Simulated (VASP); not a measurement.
Data:

```xyz
8
Lattice="-0.0004 6.1258 6.1185 6.1258 -0.0004 6.1185 3.0627 3.0627 0.0000" Properties=species:S:1:pos:R:3 pbc="T T T"
Ga     6.1254     6.1254    12.2364
Ga     6.1261     9.1874     9.1782
Ga     9.1874     6.1261     9.1782
Sb     1.5314     1.5314     1.5293
Sb     4.5993     1.5261     4.5834
Sb     1.5261     4.5993     4.5834
Sb     4.5941     4.5941     7.6575
Al     6.1254     6.1254     6.1205
```

All values below come from PBEsol GGA, VASP's PBE PAW potentials (set 64) (plane waves; VASP 6.6.1). Run with 400 eV cut-off, 4×4×7 Γ-centred mesh, tetrahedra with Blöchl corrections, potentials Ga_d Sb Al.

The cores are frozen, which limits the accuracy of field gradients.

### Question
Give the principal components of the electric field gradient (V/Å²) and the asymmetry η at each nucleus.

### Answer

```tsv
atom	Vxx	Vyy	Vzz	η
Ga1	-0.4	-0.2	0.6	0.33
Ga2	0.7	0.1	-0.8	0.79
Ga3	0.7	0.1	-0.8	0.79
Sb4	1.8	0.8	-2.6	0.36
Sb5	30.2	29.5	-59.7	0.01
Sb6	30.2	29.5	-59.7	0.01
Sb7	60.6	2.6	-63.2	0.92
Al8	0.3	0.2	-0.4	-
```

The structure was generated: AlGa3Sb4 was put into an ordered model structure (Amm2), which need not be its known phase. It was relaxed first.
